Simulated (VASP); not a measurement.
An input for Ansatz (written as the equivalent of a VASP run, and not itself run):

Ansatz 0.2 input:
```yaml
crystal:
  lattice:
    - [4.6583394, 0.0000000, 0.0000000]
    - [0.0000000, 4.6583394, 0.0000000]
    - [0.0000000, 0.0000000, 4.6583394]
  atoms:
    - { symbol: Si, position: [0.1608851, 0.3391149, 0.6608851] }
    - { symbol: Si, position: [0.6608851, 0.1608851, 0.3391149] }
    - { symbol: Si, position: [0.8391149, 0.8391149, 0.8391149] }
    - { symbol: Si, position: [0.3391149, 0.6608851, 0.1608851] }
    - { symbol: Ru, position: [0.8669687, 0.6330313, 0.3669687] }
    - { symbol: Ru, position: [0.3669687, 0.8669687, 0.6330313] }
    - { symbol: Ru, position: [0.1330313, 0.1330313, 0.1330313] }
    - { symbol: Ru, position: [0.6330313, 0.3669687, 0.8669687] }
kpoints:
  mp_grid: { grid: [5, 5, 5] }
hamiltonian:
  xc: pbesol
  pseudopotentials: { kind: paw }
scf:
  occupations: { method: gaussian, width: 0.05 }
  max_iter: 100
relax:
  max_steps: 40
  f_tol: 0.02
  cell: { p_target: 10 }
output: { forces: true, stress: true, eigenvalues: true }
```

**Question.** Translate this input to VASP (INCAR, KPOINTS, POSCAR, choice of POTCAR).

**Answer.** Several could match; the one computed here: 
### KPOINTS
```
Automatic mesh
0
Gamma
5 5 5
0 0 0
```

INCAR:
```
# general
SYSTEM  = RuSi
PREC    = Accurate
ENCUT   = 500
LREAL   = .False.
LASPH   = .True.

# electronic loop
EDIFF   = 1E-6
NELM    = 100
ALGO    = Normal
LMAXMIX = 4

# smearing
ISMEAR  = 0
SIGMA   = 0.05

# functional
GGA     = PS

# ions
IBRION  = 2
NSW     = 40
ISIF    = 3
EDIFFG  = -0.02
PSTRESS = 100

# output
LWAVE   = .False.
LCHARG  = .False.
```

### POSCAR
```
RuSi
1
    4.6583393756     0.0000000000     0.0000000000
    0.0000000000     4.6583393756     0.0000000000
    0.0000000000     0.0000000000     4.6583393756
Si Ru
4 4
Direct
  0.1608850911   0.3391149089   0.6608850911
  0.6608850911   0.1608850911   0.3391149089
  0.8391149089   0.8391149089   0.8391149089
  0.3391149089   0.6608850911   0.1608850911
  0.8669687087   0.6330312913   0.3669687087
  0.3669687087   0.8669687087   0.6330312913
  0.1330312913   0.1330312913   0.1330312913
  0.6330312913   0.3669687087   0.8669687087
```

POTCAR, in this order: Si Ru_pv (PBE.64 set). Program: vasp_std.

Limits of the translation: each code has its own PAW files, so the cut-off isn't converted (ENCUT is set for VASP's; basis.ecutwfc is left out, and Ansatz then takes the one that its files recommend); Ansatz stops its SCF on the density residual and VASP on the energy change (EDIFF).

The compound is RuSi in the B20 structure. This run relaxes it under an external pressure of 10 GPa. Symmetry was kept, so distortions that lower it aren't found.
